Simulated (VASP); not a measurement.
# What goes wrong when the gap of WSe2 is computed with a bad input, part 2 of 2

Aim: see how common mistakes in a band-structure run show up, on WSe2. The starting structure is a measured crystal structure from the Crystallography Open Database. The atoms were first relaxed with LDA in that cell, in a run that isn't shown, and the relaxed structure is the one below.

VASP 6.6.1.

Results so far: reference 0.918 eV; a k mesh far too coarse and no band path 2.148 eV.

The database entry behind the starting cell differs from later determinations by our own check (a about 0.2 % long), so it need not match the best structure at ambient conditions.

### 5. Bands with a wide metal-type smearing

Level of this step: LDA; plane waves and PAW (W, Se) (VASP).

A slip made on purpose: a wide metal-type smearing. Against step 2 the input has ISMEAR = 1 and SIGMA = 1 (also changed: NELM).

Contents of INCAR:

```
SYSTEM = WSe2
PREC = Accurate
ENCUT = 350
EDIFF = 1E-06
NELM = 60
ISMEAR = 1
SIGMA = 1
LREAL = .FALSE.
ALGO = Normal
GGA = CA
NBANDS = 34
LASPH = .TRUE.
LORBIT = 11
LWAVE = .FALSE.
LCHARG = .FALSE.
KPAR = 16
```

Contents of POSCAR:

```
WSe2
1.0
    3.2900000000      0.0000000000      0.0000000000
   -1.6450000000      2.8492235785      0.0000000000
    0.0000000000      0.0000000000     12.9700000000
W Se
2 4
Direct
    0.6666666667      0.3333333333      0.7500000000
    0.3333333333      0.6666666667      0.2500000000
    0.6666666667      0.3333333333      0.3775150786
    0.3333333333      0.6666666667      0.8775150786
    0.6666666667      0.3333333333      0.1224849214
    0.3333333333      0.6666666667      0.6224849214
```

Contents of KPOINTS:

```
Automatic mesh
0
Gamma
9 9 2
0 0 0
```

Contents of KPOINTS_OPT:

```
Line mode
8
Line-mode
Reciprocal
  0.00000000   0.00000000   0.00000000 GAMMA
  0.50000000   0.00000000   0.00000000 M

  0.50000000   0.00000000   0.00000000 M
  0.33333333   0.33333333   0.00000000 K

  0.33333333   0.33333333   0.00000000 K
  0.00000000   0.00000000   0.00000000 GAMMA

  0.00000000   0.00000000   0.00000000 GAMMA
  0.00000000   0.00000000   0.50000000 A

  0.00000000   0.00000000   0.50000000 A
  0.50000000   0.00000000   0.50000000 L

  0.50000000   0.00000000   0.50000000 L
  0.33333333   0.33333333   0.50000000 H

  0.33333333   0.33333333   0.50000000 H
  0.00000000   0.00000000   0.50000000 A

  0.50000000   0.00000000   0.50000000 L
  0.50000000   0.00000000   0.00000000 M

  0.33333333   0.33333333   0.00000000 K
  0.33333333   0.33333333   0.50000000 H
```

The projector-augmented-wave data sets are W and Se (LDA family, release 64).

The run is started by

```console
mpirun -np 16 vasp_std
```

Log:

```text
[... set-up lines as in an earlier step ...]
 entering main loop
       N       E                     dE             d eps       ncg     rms          rms(c)
DAV:   1     0.116529386278E+03    0.11653E+03   -0.11937E+04  1632   0.672E+02
DAV:   2    -0.414329208707E+02   -0.15796E+03   -0.14848E+03  2094   0.165E+02
DAV:   3    -0.504827067242E+02   -0.90498E+01   -0.89501E+01  2064   0.391E+01
DAV:   4    -0.505592818242E+02   -0.76575E-01   -0.76511E-01  2030   0.395E+00
[...]
DAV:  12    -0.484622574828E+02    0.75076E-04   -0.23156E-04  1988   0.648E-02    0.489E-02
DAV:  13    -0.484622584131E+02   -0.93023E-06   -0.15660E-05  1842   0.164E-02    0.189E-02
DAV:  14    -0.484622578497E+02    0.56335E-06   -0.28364E-06  1774   0.726E-03
   1 F= -.48462258E+02 E0= -.48633143E+02  d E =0.512655E+00
 Start KPOINTS_OPT (optional k-point list driver)
k-point batch [1-24\72]
       N       E                     dE             ncg
DAV:   1     0.369094278187E+04   -0.14376E+05     1632
DAV:   2    -0.571808046863E+02   -0.37481E+04     2030
DAV:   3    -0.278888021158E+03   -0.22171E+03     2000
DAV:   4    -0.280794668115E+03   -0.19066E+01     1984
DAV:   5    -0.280809869865E+03   -0.15202E-01     2008
DAV:   6    -0.280810074073E+03   -0.20421E-03     2104
DAV:   7    -0.280810077026E+03   -0.29528E-05     1760
DAV:   8    -0.280810077170E+03   -0.14412E-06     1520
[...]
k-point batch [49-72\72]
       N       E                     dE             ncg
DAV:   1     0.351586051503E+04   -0.20001E+05     1632
DAV:   2    -0.143864070198E+03   -0.36597E+04     1998
DAV:   3    -0.354727503153E+03   -0.21086E+03     2028
DAV:   4    -0.356445165897E+03   -0.17177E+01     1878
DAV:   5    -0.356458186238E+03   -0.13020E-01     1934
DAV:   6    -0.356458359331E+03   -0.17309E-03     1970
DAV:   7    -0.356458361869E+03   -0.25380E-05     1632
DAV:   8    -0.356458361994E+03   -0.12432E-06     1424
```

The job ended after 12 s (16 MPI ranks of Intel Xeon 6975P-C (Granite Rapids), shared host; peak memory 3.5 GiB).

OUTCAR, selected parts (step 5):

```text
  Total       -3.1718692     -3.1718692     -0.7165317      0.0000000     -0.0000000      0.0000000
  in kB      -41.7987651    -41.7987651     -9.4424256      0.0000000     -0.0000000      0.0000000
  external PRESSURE =     -31.0133186 kB  Pullay stress =       0.0000000 kB

 POSITION                                       TOTAL-FORCE (eV/Angst)
 -----------------------------------------------------------------------------------
      1.64500      0.94974      9.72750         0.000000     -0.000000      0.000000
     -0.00000      1.89948      3.24250        -0.000000     -0.000000      0.000000
      1.64500      0.94974      4.89637         0.000000      0.000000      0.005682
     -0.00000      1.89948     11.38137         0.000000     -0.000000      0.005682
      1.64500      0.94974      1.58863         0.000000      0.000000     -0.005682
     -0.00000      1.89948      8.07363        -0.000000     -0.000000     -0.005682
 -----------------------------------------------------------------------------------
    total drift:                               -0.000000      0.000000     -0.000000

  FREE ENERGIE OF THE ION-ELECTRON SYSTEM (eV)
  ---------------------------------------------------
  free  energy   TOTEN  =       -48.4622578497 eV

  energy  without entropy=      -48.9749128414  energy(sigma->0) =      -48.63314285

[... 2 parts as in an earlier step ...]

[... 1 further part left out ...]
[key lines of the parts left out:]
E-fermi :   6.1413
```

With a wide metal-type smearing the gap is 0.916 eV, -0.002 eV from the reference.

### 6. Bands with a hybrid's name typed into the meta-GGA tag

A slip made on purpose: a hybrid's name typed into the meta-GGA tag. Against step 2 the input has METAGGA = HSE06 and no GGA (also changed: NELM).

Contents of INCAR:

```
SYSTEM = WSe2
PREC = Accurate
ENCUT = 350
EDIFF = 1E-06
NELM = 60
ISMEAR = 0
SIGMA = 0.03
LREAL = .FALSE.
ALGO = Normal
NBANDS = 34
LASPH = .TRUE.
LORBIT = 11
LWAVE = .FALSE.
LCHARG = .FALSE.
KPAR = 16
METAGGA = HSE06
```

POSCAR is that of step 5.

KPOINTS is that of step 5.

KPOINTS_OPT is that of step 5.

The run is started by

```console
mpirun -np 16 vasp_std
```

Log:

```text
[banner, memory and clock lines left out]
running   16 mpi-ranks, on    1 nodes
[...]
|                                                                             |
|           W    W    AA    RRRRR   N    N  II  N    N   GGGG   !!!           |
|           W    W   A  A   R    R  NN   N  II  NN   N  G    G  !!!           |
|           W    W  A    A  R    R  N N  N  II  N N  N  G       !!!           |
|           W WW W  AAAAAA  RRRRR   N  N N  II  N  N N  G  GGG   !            |
|           WW  WW  A    A  R   R   N   NN  II  N   NN  G    G                |
|           W    W  A    A  R    R  N    N  II  N    N   GGGG   !!!           |
|                                                                             |
|     For optimal performance we recommend to set                             |
|       NCORE = 2 up to number-of-cores-per-socket                            |
|     NCORE specifies how many cores store one orbital (NPAR=cpu/NCORE).      |
|     This setting can greatly improve the performance of VASP for DFT.       |
[...]
|     calculations (for HF NCORE is supported but not extensively tested      |
|     yet).                                                                   |
|                                                                             |

|                                                                             |
|     EEEEEEE  RRRRRR   RRRRRR   OOOOOOO  RRRRRR      ###     ###     ###     |
|     E        R     R  R     R  O     O  R     R     ###     ###     ###     |
|     E        R     R  R     R  O     O  R     R     ###     ###     ###     |
|     EEEEE    RRRRRR   RRRRRR   O     O  RRRRRR       #       #       #      |
|     E        R   R    R   R    O     O  R   R                               |
|     E        R    R   R    R   O     O  R    R      ###     ###     ###     |
|     EEEEEEE  R     R  R     R  OOOOOOO  R     R     ###     ###     ###     |
|                                                                             |
|     Error: One of the selected functionals does not exist.                  |
|                                                                             |
|       ---->  I REFUSE TO CONTINUE WITH THIS SICK JOB ... BYE!!! <----       |
|                                                                             |

1
1
1
1
1
1
1
1
1
1
1
1
1
1
1
1
```

The job ended after 7.8 s (16 MPI ranks).

VASP stopped with this message: “Error: One of the selected functionals does not exist”.

### 7. The runs compared

| run | ended | gap (eV) | change (eV) | core minutes |
| --- | --- | --- | --- | --- |
| reference | converged | 0.918 | - | 3.04 |
| a k mesh far too coarse and no band path | converged | 2.148 | 1.23 | 0.427 |
| too few electronic steps | not converged | - | - | 1.65 |
| a wide metal-type smearing | converged | 0.916 | -0.002 | 3.15 |
| a hybrid's name typed into the meta-GGA tag | stopped by VASP | - | - | 2.08 |

Core minutes are wall time times ranks of the run shown, on a shared host.

### 8. Results

```
reference gap                                        : 0.918 eV
gap with a k mesh far too coarse and no band path    : 2.148 eV
gap with a wide metal-type smearing                  : 0.916 eV
run with too few electronic steps                    : not converged
run with a hybrid's name typed into the meta-GGA tag : stopped by VASP
```

**Reading.** VASP stopped by itself in the run with a hybrid's name typed into the meta-GGA tag. The run with too few electronic steps didn't converge. Finished, but with signs in the output that stand out against the reference: a k mesh far too coarse and no band path, with the gap changed by +1.23 eV (signs: a stress of up to 25.3 GPa and forces of up to 3.82 eV/Å); a wide metal-type smearing, with the gap changed by less than 0.01 eV (signs: a large entropy term in the energy). Further runs on this material are not shown.

[Lines on the potential files, build, host, timing and source positions are cut from VASP's logs without a mark.]

[Logs are printed without paths, hosts, clocks, repeated set-up lines and the standing remarks that a program may print on its own settings, such as how far it seeks lower states.]

[Hosts, paths, dates, database ids (printed as entryN), source tags and the programs' standing remarks are cut or masked in the printed files.]
